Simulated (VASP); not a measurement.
A run of VASP 6.6.1 is set up as follows.

The input INCAR:

```
  PREC = Accurate
  ENCUT = 520
  EDIFF = 1E-7
  ISMEAR = 0
  SIGMA = 0.05
  LREAL = F
  LASPH = T
  NELM = 150
  ALGO = Normal
  ISIF = 2
  LWAVE = F
  LCHARG = T
  ISPIN = 2
  MAGMOM = 0.05 0
  LORBIT = 11
  LMAXMIX = 4
  GGA = PS
  LELF = T
  LVHAR = T
  NBANDS = 18
```

KPOINTS

```
Automatic mesh
0
Gamma
  10 10 10
```

The input POSCAR:

```
ReS
1.0
    0.0000000000      2.5914766101      2.5914766101
    2.5914766101      0.0000000000      2.5914766101
    2.5914766101      2.5914766101      0.0000000000
Re S
1 1
Direct
    0.0000000000      0.0000000000      0.0000000000
    0.2596470097      0.2403529903      0.2596470097
```

Potentials or basis: VASP PAW PBE potentials, release 64 (Re, S).

Command:

```sh
$ cat potpaw_PBE.64/Re/POTCAR potpaw_PBE.64/S/POTCAR > POTCAR
$ mpirun -np 1 vasp_std > vasp.out
```

(1) What does it give for the net moment?

(2) What does it give for the band gap on the k mesh?

Results:

(1) 0.00 μB per cell.

(2) none (metal or under the smearing width).
